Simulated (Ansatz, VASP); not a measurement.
## Tm: VASP beside Ansatz

Wanted: the spread between two codes on one cell, functional and k mesh. The cell is taken from a series of runs on this material, whose earlier steps may have relaxed, scaled, displaced or heated it; both programs get it as it stands.

Method: plane waves, with VASP 6.6.1 beside it; single point at PBE, DFT+U, in Ansatz 0.2.0.

In doubt: a part-filled 4f shell, where there is one, can sit in one of many states, so energies may not be the lowest and differences between runs may mislead; derivatives with an open 4f shell can jump between states, which bears on forces and vibrations.

### Step 1. The starting structure

Symmetry: P6_3/mmc, No. 194, hexagonal system. Conventional cell: a = 3.538 Å, b = 3.538 Å, c = 5.555 Å, α = 90.00°, β = 90.00°, γ = 120.00°. Nearest to Tm lie 12 Tm at 3.45 to 3.54 Å.

### Step 2. Ansatz: single point, PBE, DFT+U

Ansatz runs on its default PAW (the set named soft_2) files.

A single point gives forces, pressure and levels at one fixed geometry, so differences don't come from the geometry; what else differs is listed under the comparison.

Input file input.yaml:

```yaml
crystal:
  lattice:
    - [3.5375, 0.0, 0.0]
    - [-1.76875, 3.0635648659, 0.0]
    - [0.0, 0.0, 5.5546]
  atoms:
    - { symbol: Tm, position: [0.6666666667, 0.3333333333, 0.75], spin: 2.0 }
    - { symbol: Tm, position: [0.3333333333, 0.6666666667, 0.25], spin: 2.0 }
magnetization:
  spin_polarized: true
kpoints:
  mp_grid: { grid: [12, 12, 8] }
  band_path:
    path:
      - [[0.0, 0.0, 0.0], [0.5, 0.0, 0.0], [0.333333, 0.333333, 0.0], [0.0, 0.0, 0.0], [0.0, 0.0, 0.5], [0.5, 0.0, 0.5], [0.333333, 0.333333, 0.5], [0.0, 0.0, 0.5]]
      - [[0.5, 0.0, 0.5], [0.5, 0.0, 0.0]]
      - [[0.333333, 0.333333, 0.5], [0.333333, 0.333333, 0.0]]
    npoints: 10
scf:
  occupations: { method: fermi_dirac, width: 0.05 }
  n_extra_bands: 8
hamiltonian:
  xc: pbe
  pseudopotentials: { kind: paw }
  hubbard: [{ species: Tm, l: f, u_eff: 6 }]
output:
  forces: true
  stress: true
  dos:
    projected: true
    de: 0.05
    e_range: [-30, 12]
    nscf_kmesh: { grid: [24, 24, 12] }
  fatbands: true
```

Started as:

```bash
ansatz run input.yaml --threads 2 --pin off --max-ram 4096MiB --backend cpu --events-out ev --progress --plain --runs-dir out
```

Numbers of over 12 decimals in the logs are rounded to 6 here.

What it wrote:

```text
Tm: projections on atomic orbitals take those of the free atom [Kr 4d10] 4f13 5s2 5p6 5d0 6s2, of charge +0.00 (hamiltonian.pseudopotentials.projection_atoms); the dataset's partial waves leave at most 2.0e-4 of an orbital's norm unspanned inside its sphere
scf.n_extra_bands = 8 over 23 filled bands (N_el = 46.0): the run solves 31 bands
Engine: ansatz 0.2.0, aarch64-unknown-linux-gnu
Pseudopotentials: kind: paw
Pseudopotential: Tm, paw, valence charge 23, recommended cutoff 420 eV (normal), Tm.paw.azcp
Functional definition: PBE
  parameter kappa = 0.804
  parameter beta = 0.066725
  exchange = pbe_x(kappa = kappa, mu = beta*pi^2/3)
  correlation = pbe_c(beta = beta)
Crystal: 2 atoms, lattice volume = 60.197 Å³
Basis set: ecut = 420 eV, 1141 PW (Γ), exchange–correlation on 48×48×80 points (8 copies of the dense FFT grid, shifted against one another)
Bands: 31, of which v1, the nominal top of the filled ones, is band 23 counted from 1 (22 counted from 0)
Symmetry: 24 space group operations
Space group: P63/mmc (ITA 194), of the structure as read, at distance tolerance 3.9e-5 Å
Magnetic group: BNS 194.263 (UNI 1493), of the structure as read, at distance tolerance 3.9e-5 Å
k-points: 95 of 1152
Non-local potential: Tm, projectors of the file, l = 0: 3, l = 1: 2, l = 2: 2, l = 3: 3
PAW form: soft (Blöchl's): semilocal exchange-correlation on the pseudo side does not see the compensation charge
PAW one-centre angular grid: Tm, 590 points (default); XC on 64 Gauss nodes
Initial density: superposition of atomic densities (chi_scale 0.1, normalization cell)
Initial wavefunctions: pseudopotential atomic-orbital guess
Functional: x = pbe(κ = 0.804, μ = 0.219515), c = pbe(β = 0.066725)
SCF iter   1: F=—  HF=-25819.986406 eV  |F-HF|=—  |Δ(HF+E_count)|=         —  Δρ=6.31e-2 (↑6.31e-2 ↓3.99e-2)  dr2=4.11e0  dr2_m=7.75e-2  M=3.827 μB ∫|m|=3.827 μB  β_m=0.30  ethr=3.10e-3  ⟨swp⟩=5.5  Hψ=25894  notcnv=0  defer=20
preconditioner: auto → Kerker (q_TF=auto, 2.609 Å⁻¹)  [metal: Δε(μ)=0.006 eV  Ē_g=11.481 eV  σ=0.050 eV  W_gap=0.03  n_scr=22 (ndim 8)  ℏωp=31.0 eV  f_vac=0.000  D(μ)=2.69/eV (n_scr^D=22)]
spin=Collinear: Kerker preconditioning applied to the charge; magnetization (m = ρ↑ − ρ↓) channel mixes plain (no charge-response kernel on spin).
SCF iter   2: F=—  HF=-25820.048126 eV  |F-HF|=—  |Δ(HF+E_count)|=   6.17e-2  Δρ=3.50e-2 (↑3.50e-2 ↓2.26e-2)  dr2=1.44e0  dr2_m=2.21e-2  M=3.899 μB ∫|m|=3.899 μB  β_m=0.42  ethr=3.10e-3  ⟨swp⟩=2.8  Hψ=14427  notcnv=0
SCF iter   3: F=—  HF=-25820.241769 eV  |F-HF|=—  |Δ(HF+E_count)|=   1.94e-1  Δρ=3.98e-2 (↑1.94e-2 ↓3.98e-2)  dr2=1.59e0  dr2_m=6.44e-2  M=4.254 μB ∫|m|=4.254 μB  β_m=0.39  ethr=3.10e-3  ⟨swp⟩=1.1  Hψ=7436  notcnv=0  defer=1
SCF iter   4: F=—  HF=-25820.461896 eV  |F-HF|=—  |Δ(HF+E_count)|=   2.20e-1  Δρ=1.04e-2 (↑5.07e-3 ↓1.04e-2)  dr2=1.38e-1  dr2_m=1.67e-2  M=4.436 μB ∫|m|=4.436 μB  β_m=0.55  ethr=3.10e-3  ⟨swp⟩=2.0  Hψ=10615  notcnv=0
SCF iter   5: F=—  HF=-25820.395061 eV  |F-HF|=—  |Δ(HF+E_count)|=   6.68e-2  Δρ=3.01e-3 (↑2.84e-3 ↓3.01e-3)  dr2=2.74e-2  dr2_m=8.30e-4  M=4.529 μB ∫|m|=4.529 μB  β_m=0.77  ethr=2.99e-4  ⟨swp⟩=3.8  Hψ=13415  notcnv=0
SCF iter   6: F=—  HF=-25820.451141 eV  |F-HF|=—  |Δ(HF+E_count)|=   5.61e-2  Δρ=4.49e-3 (↑8.56e-4 ↓4.49e-3)  dr2=6.77e-3  dr2_m=3.25e-3  M=4.554 μB ∫|m|=4.554 μB  β_m=0.89  ethr=5.96e-5  ⟨swp⟩=2.3  Hψ=12260  notcnv=0
SCF iter   7: F=—  HF=-25820.467929 eV  |F-HF|=—  |Δ(HF+E_count)|=   1.68e-2  Δρ=6.92e-3 (↑5.07e-4 ↓6.92e-3)  dr2=1.65e-2  dr2_m=7.09e-3  M=4.524 μB ∫|m|=4.524 μB  β_m=0.78  ethr=1.47e-5  ⟨swp⟩=2.5  Hψ=11768  notcnv=0  recentre
SCF iter   8: F=—  HF=-25820.477539 eV  |F-HF|=—  |Δ(HF+E_count)|=   9.61e-3  Δρ=4.56e-3 (↑2.56e-4 ↓4.56e-3)  dr2=7.93e-3  dr2_m=2.83e-3  M=4.514 μB ∫|m|=4.514 μB  β_m=0.89  ethr=1.47e-5  ⟨swp⟩=2.0  Hψ=10513  notcnv=0
SCF iter   9: F=—  HF=-25820.490611 eV  |F-HF|=—  |Δ(HF+E_count)|=   1.31e-2  Δρ=1.95e-3 (↑1.08e-4 ↓1.95e-3)  dr2=1.35e-3  dr2_m=5.57e-4  M=4.491 μB ∫|m|=4.491 μB  β_m=0.95  ethr=1.47e-5  ⟨swp⟩=2.2  Hψ=12569  notcnv=0
SCF iter  10: F=—  HF=-25820.496943 eV  |F-HF|=—  |Δ(HF+E_count)|=   6.33e-3  Δρ=1.90e-4 (↑3.85e-5 ↓1.90e-4)  dr2=1.27e-5  dr2_m=6.29e-6  M=4.481 μB ∫|m|=4.481 μB  β_m=0.97  ethr=2.93e-6  ⟨swp⟩=3.2  Hψ=15797  notcnv=0
[...]
Symmetry: 4 space group operations
k-points: 215 of 1152 (time reversal used)
Initial density: handed on by an earlier stage of this run
[...]
preconditioner: auto → Kerker (q_TF=auto, 2.609 Å⁻¹)  [metal: Δε(μ)=0.009 eV  Ē_g=10.615 eV  σ=0.050 eV  W_gap=0.04  n_scr=22 (ndim 8)  ℏωp=31.0 eV  f_vac=0.000  D(μ)=1.93/eV (n_scr^D=22)]
spin=Collinear: Kerker preconditioning applied to the charge; magnetization (m = ρ↑ − ρ↓) channel mixes plain (no charge-response kernel on spin).
[...]
SCF iter   3: F=—  HF=-25821.942987 eV  |F-HF|=—  |Δ(HF+E_count)|=   2.36e-3  Δρ=5.30e-4 (↑5.30e-4 ↓1.62e-4)  dr2=9.69e-5  dr2_m=4.85e-5  M=2.123 μB ∫|m|=2.216 μB  β_m=0.30  ethr=2.17e-6  ⟨swp⟩=3.0  Hψ=35628  notcnv=0  defer=347
SCF iter   4: F=—  HF=-25821.942979 eV  |F-HF|=—  |Δ(HF+E_count)|=         —  Δρ=4.37e-4 (↑4.37e-4 ↓1.53e-4)  dr2=1.05e-4  dr2_m=2.86e-5  M=2.123 μB ∫|m|=2.217 μB  β_m=0.30  ethr=2.11e-7  ⟨swp⟩=2.1  Hψ=23989  notcnv=0  defer=249
Mixer restart at iter 4: flushing history
SCF iter   5: F=—  HF=-25821.942990 eV  |F-HF|=—  |Δ(HF+E_count)|=   1.10e-5  Δρ=3.26e-4 (↑3.26e-4 ↓1.19e-4)  dr2=6.02e-5  dr2_m=1.71e-5  M=2.124 μB ∫|m|=2.219 μB  β_m=0.65  ethr=2.11e-7  ⟨swp⟩=1.3  Hψ=13456  notcnv=0  defer=258
SCF iter   6: F=—  HF=-25821.943048 eV  |F-HF|=—  |Δ(HF+E_count)|=   5.83e-5  Δρ=9.35e-5 (↑8.26e-5 ↓9.35e-5)  dr2=5.29e-6  dr2_m=1.79e-6  M=2.126 μB ∫|m|=2.227 μB  β_m=0.82  ethr=1.31e-7  ⟨swp⟩=2.4  Hψ=25807  notcnv=0  defer=292
SCF iter   7: F=—  HF=-25821.943065 eV  |F-HF|=—  |Δ(HF+E_count)|=   1.67e-5  Δρ=4.98e-5 (↑4.43e-5 ↓4.98e-5)  dr2=7.01e-7  dr2_m=9.65e-7  M=2.128 μB ∫|m|=2.230 μB  β_m=0.91  ethr=1.15e-8  ⟨swp⟩=2.3  Hψ=24234  notcnv=0  defer=293
SCF iter   8: F=—  HF=-25821.943076 eV  |F-HF|=—  |Δ(HF+E_count)|=   1.13e-5  Δρ=5.03e-5 (↑4.56e-5 ↓5.03e-5)  dr2=2.70e-6  dr2_m=3.34e-7  M=2.129 μB ∫|m|=2.233 μB  β_m=0.70  ethr=1.52e-9  ⟨swp⟩=3.4  Hψ=32486  notcnv=0  defer=337  recentre
SCF iter   9: F=—  HF=-25821.943075 eV  |F-HF|=—  |Δ(HF+E_count)|=   9.66e-7  Δρ=2.36e-5 (↑2.17e-5 ↓2.36e-5)  dr2=4.23e-8  dr2_m=2.72e-7  M=2.130 μB ∫|m|=2.234 μB  β_m=0.85  ethr=2.17e-10  ⟨swp⟩=10.4  Hψ=98550  notcnv=0
SCF iter  10: F=—  HF=-25821.943079 eV  |F-HF|=—  |Δ(HF+E_count)|=   3.56e-6  Δρ=1.62e-5 (↑1.18e-5 ↓1.62e-5)  dr2=9.50e-8  dr2_m=7.41e-8  M=2.131 μB ∫|m|=2.236 μB  β_m=0.93  ethr=9.19e-11  ⟨swp⟩=3.9  Hψ=34036  notcnv=0
SCF iter  11: F=-25821.943080 eV  HF=-25821.943080 eV  |F-HF|=1.96e-9  |Δ(HF+E_count)|=   1.13e-6  Δρ=5.59e-6 (↑3.78e-6 ↓5.59e-6)  dr2=2.43e-8  dr2_m=5.30e-9  M=2.133 μB ∫|m|=2.238 μB  ethr=9.19e-11  ⟨swp⟩=6.8  Hψ=86567  notcnv=0
SCF 1 converged in 11 iterations: F = -25821.943080 eV  dr2 = 2.43e-8
  greatest PAW one-centre occupation: 1.002 electrons in one spin orbital (limit 2), on the Tm atom at site 1 (counted from 0), in its partial waves of l = 0
NSCF: frozen V_eff on 93 k-points
NSCF: frozen V_eff on 1099 k-points
SCF converged after 31 iterations (20 of them in the search for the orbital order of the open f shells)
Magnetization: 2.1325 μB (24.0663 up, 21.9337 down)
Absolute magnetization: 2.2090 μB (∫|ρ↑−ρ↓|, with the PAW one-centre terms)
Spin contamination: 0.0209 ħ² per cell (⟨S²⟩ above its minimum at these occupations)
Per-site moments (μB) at R_I (Å): [(1.041813, 1.422060), (1.041813, 1.422060)]
Free energy (F): -25821.943080 eV
Harris-Foulkes:  -25821.943080 eV  (|F-HF|=1.96e-9)
Internal energy: -25821.927756 eV  (E = F + TS)
E sigma→0 (E₀):  -25821.935418 eV
Entropy (-TS):   -0.015324 eV (-7.662 meV/atom)
Fermi energy:    12.429087 eV
--- Per-component energies (eV) ---
  E_band       = 46.631684
  E_kinetic    = 701.966250
  E_local      = -12134.026071  (includes V_loc(G=0)·N_el)
  E_nonlocal   = 3042.388162
  E_hartree    = 5136.145377
  E_xc         = -328.888070
  E_vxc        = -386.648800  (∫ρ·V_xc dr)
  E_hubbard    = 0.433360  (on-site DFT+U / exact-exchange correction)
  E_vhub       = -76.702202  (the Hubbard potential's part of the band-sum identity)
  E_paw        = -15168.895092  (= ΣΔE_a)
  E_vpaw       = -1372.622419  (= ΣTr[D̂ρ^β])
  E_aug_tail   = -0.000000  (compensation charges beyond the density's cutoff)
  E_ewald      = -7071.051671
  E_smearing   = -0.015324  (= −TS)
  E_closure    = 0.000000  (closes the sum)
  Σ components = -25821.943080   (vs F -25821.943080, Δ=0.00e0)
--- Forces (eV/Å), atoms counted from 1 ---
  atom   1  Tm     0.00012704    -0.00026079     0.00000000
  atom   2  Tm     0.00012704     0.00026079     0.00000000
  max |Σ_I F_I| component: 2.54e-4 eV/Å
--- Stress (GPa, compression-positive) ---
        6.643273       0.000000       0.000000
        0.000000       6.607279       0.000000
        0.000000       0.000000      10.466361
  P = ⅓ Tr σ = 7.9056 GPa (79.056 kbar)
--- Band table (eV; the first three rows and the last of 430) ---
  k-point 0 ↑: bands = [... 19 lower, 10.2484, 10.2658, 10.3459, 10.3664, 10.8055, 13.8556, 15.5141, 15.5248, ... 4 higher]
  k-point 1 ↑: bands = [... 19 lower, 10.2524, 10.2678, 10.3469, 10.3661, 10.6690, 13.8352, 15.4358, 15.4457, ... 4 higher]
  k-point 2 ↑: bands = [... 19 lower, 10.2287, 10.2710, 10.2952, 10.3495, 10.3650, 13.8783, 15.3233, 15.3321, ... 4 higher]
  k-point 214 ↓: bands = [... 19 lower, 11.0831, 11.6588, 11.6588, 13.4141, 13.4141, 14.0615, 14.0615, 16.5926, ... 4 higher]
Occupation matrices written to <dir>
```

Reading the cycles: dr2 is the Hartree energy of the density residual (eV), the measure of convergence; HF is the Harris–Foulkes estimate of the energy, which meets the free energy F at convergence.

(Continued in part 2 of 2.)

[Lines on the potential files, build, host, timing and source positions are cut from VASP's logs without a mark.]

[Logs are printed without paths, hosts, clocks, repeated set-up lines and the standing remarks that a program may print on its own settings, such as how far it seeks lower states.]

[Hosts, paths, dates, database ids (printed as entryN), source tags and the programs' standing remarks are cut or masked in the printed files.]
